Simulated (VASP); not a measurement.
Computed with rev-vdW-DF2, VASP's PBE PAW potentials (set 64) (plane waves; VASP).

VASP input:

### INCAR
```
# general
SYSTEM   = Bi2Se3
PREC     = Accurate
ENCUT    = 520
LREAL    = F
LASPH    = T

# electronic loop
EDIFF    = 1E-7
NELM     = 100
ALGO     = Normal
LMAXMIX  = 4

# smearing
ISMEAR   = -5

# functional
GGA      = MK
LUSE_VDW = T
AGGAC    = 0.0
PARAM1   = 0.1234568
PARAM2   = 0.7114
ZAB_VDW  = -1.8867

# ions
ISIF     = 2

# output
LWAVE    = F
LCHARG   = T
LORBIT   = 11
NEDOS    = 601

# other
LEFG     = T
```

### KPOINTS
```
K-points
0
G
 7 7 7
```

POSCAR:
```
Bi2Se3
1
    9.6834435331    -2.0842502169    -0.0004972710
    9.6834435331     2.0842502169    -0.0004972710
    9.2350165960    -0.0000000000     3.5815706690
Bi Se
2 3
Direct
  0.4003985952   0.4003985952   0.4003985952
  0.5996014048   0.5996014048   0.5996014048
  0.0000000000   0.0000000000   0.0000000000
  0.2114281718   0.2114281718   0.2114281718
  0.7885718282   0.7885718282   0.7885718282
```

POTCAR, in this order: Bi_d Se (PBE.64 set). Program: vasp_std.

Output

OSZICAR:
```
       N       E                     dE             d eps       ncg     rms          rms(c)
DAV:   1     0.480056906967E+03    0.48006E+03   -0.23290E+04  2472   0.177E+03
DAV:   2     0.461509807459E+02   -0.43391E+03   -0.42279E+03  2628   0.439E+02
DAV:   3    -0.839751158611E+01   -0.54548E+02   -0.52202E+02  3224   0.163E+02
DAV:   4    -0.109140298106E+02   -0.25165E+01   -0.24854E+01  2828   0.350E+01
DAV:   5    -0.110237328178E+02   -0.10970E+00   -0.10951E+00  3524   0.732E+00    0.495E+00
DAV:   6    -0.101714859765E+02    0.85225E+00   -0.23051E+00  2880   0.852E+00    0.309E+00
DAV:   7    -0.101850243625E+02   -0.13538E-01   -0.43739E-01  2820   0.312E+00    0.159E+00
DAV:   8    -0.101935063236E+02   -0.84820E-02   -0.72903E-02  3164   0.151E+00    0.544E-01
DAV:   9    -0.101927569794E+02    0.74934E-03   -0.12175E-02  3112   0.650E-01    0.159E-01
DAV:  10    -0.101929570887E+02   -0.20011E-03   -0.26605E-03  2800   0.288E-01    0.587E-02
DAV:  11    -0.101930548407E+02   -0.97752E-04   -0.64826E-04  3256   0.137E-01    0.388E-02
DAV:  12    -0.101930697081E+02   -0.14867E-04   -0.10880E-04  3184   0.716E-02    0.160E-02
DAV:  13    -0.101930700723E+02   -0.36422E-06   -0.26908E-05  3132   0.450E-02    0.518E-03
DAV:  14    -0.101930698483E+02    0.22399E-06   -0.29404E-06  2864   0.114E-02    0.156E-03
DAV:  15    -0.101930698870E+02   -0.38700E-07   -0.77022E-07  2564   0.532E-03
   1 F= -.10193070E+02 E0= -.10193070E+02  d E =0.000000E+00
```

File OUTCAR:
```
------------------------ aborting loop because EDIFF is reached ----------------------------------------
  FORCE on cell =-STRESS in cart. coord.  units (eV):
  Direction    XX          YY          ZZ          XY          YZ          ZX
  --------------------------------------------------------------------------------------
  Total        0.0659249      0.0881100      0.0877624     -0.0000000      0.0000000     -0.0027773
  in kB        0.7304982      0.9763269      0.9724744     -0.0000000      0.0000000     -0.0307744
  external PRESSURE =       0.8930998 kB  Pullay stress =       0.0000000 kB
  volume of cell :      144.59
      direct lattice vectors                 reciprocal lattice vectors
     9.683443533 -2.084250217 -0.000497271     0.051627688 -0.239894421 -0.133121080
     9.683443533  2.084250217 -0.000497271     0.051627688  0.239894421 -0.133121080
     9.235016596  0.000000000  3.581570669     0.000014336  0.000000000  0.279170146
 POSITION                                       TOTAL-FORCE (eV/Angst)
 -----------------------------------------------------------------------------------
     11.45216      0.00000      1.43366         0.012146      0.000000      0.001520
     17.14974      0.00000      2.14692        -0.012146      0.000000     -0.001520
      0.00000      0.00000      0.00000         0.000000      0.000000     -0.000000
      6.04725      0.00000      0.75703        -0.005041      0.000000     -0.000631
     22.55466      0.00000      2.82354         0.005041      0.000000      0.000631
 -----------------------------------------------------------------------------------
    total drift:                                0.000000      0.000000      0.000000
  FREE ENERGIE OF THE ION-ELECTRON SYSTEM (eV)
  ---------------------------------------------------
  free  energy   TOTEN  =       -10.1930698870 eV

  energy  without entropy=      -10.1930698870  energy(sigma->0) =      -10.19306989

 total charge

# of ion       s       p       d       tot
------------------------------------------
    1        1.610   1.065   9.958  12.632
    2        1.610   1.065   9.958  12.632
    3        1.477   2.314   0.020   3.811
    4        1.495   2.249   0.021   3.765
    5        1.495   2.249   0.021   3.765
--------------------------------------------------
tot          7.688   8.941  19.978  36.606

 Electric field gradients after diagonalization (V/A^2)
 (convention: |V_zz| > |V_xx| > |V_yy|)
----------------------------------------------------------------------
 ion       V_xx      V_yy      V_zz     asymmetry (V_yy - V_xx)/ V_zz
----------------------------------------------------------------------
   1      -4.565    -4.564     9.129       0.000
   2      -4.565    -4.564     9.129       0.000
   3     -33.671   -33.671    67.342       0.000
   4       4.744     4.744    -9.487       0.000
   5       4.744     4.744    -9.487       0.000
```
(Selected blocks of OUTCAR.)

File OUTCAR:
```
 val. band max:        4.6462330432   @ k =   0.0000   0.0000   0.0000

 cond. band min:       4.8161640750   @ k =   0.0000   0.0000   0.0000


 Fermi energy:         4.6706911988

 k-point     1 :       0.0000    0.0000    0.0000
  band No.  band energies     occupation
      1     -18.4200      2.00000
      2     -18.4200      2.00000
      3     -18.4182      2.00000
      4     -18.4182      2.00000
      5     -18.4093      2.00000
      6     -18.4069      2.00000
      7     -18.3998      2.00000
      8     -18.3998      2.00000
      9     -18.3970      2.00000
     10     -18.3970      2.00000
     11      -9.6589      2.00000
     12      -8.9155      2.00000
     13      -8.1283      2.00000
     14      -4.9572      2.00000
     15      -4.2191      2.00000
     16       2.4787      2.00000
     17       2.5553      2.00000
     18       2.8330      2.00000
     19       2.8330      2.00000
     20       2.8850      2.00000
     21       2.8850      2.00000
     22       3.5028      2.00000
     23       3.5028      2.00000
     24       4.6462      2.00000
     25       4.8162      0.00000
     26       5.9917      0.00000
     27       5.9917      0.00000
     28       6.7396      0.00000

 k-point     2 :       0.1429   -0.0000    0.0000
  band No.  band energies     occupation
      1     -18.4225      2.00000
      2     -18.4203      2.00000
      3     -18.4157      2.00000
      4     -18.4140      2.00000
      5     -18.4068      2.00000
      6     -18.4045      2.00000
      7     -18.4019      2.00000
      8     -18.4002      2.00000
      9     -18.3991      2.00000
     10     -18.3969      2.00000
     11      -9.4791      2.00000
     12      -8.7656      2.00000
     13      -8.0252      2.00000
     14      -5.0743      2.00000
     15      -4.4226      2.00000
     16       1.5786      2.00000
     17       1.6676      2.00000
     18       2.2415      2.00000
     19       2.2891      2.00000
     20       2.9137      2.00000
...
```

Unless said otherwise, spin-orbit coupling is left out, though it shifts the bands of the heavy elements here.

The compound is Bi2Se3 in the tetradymite structure. It was relaxed first.
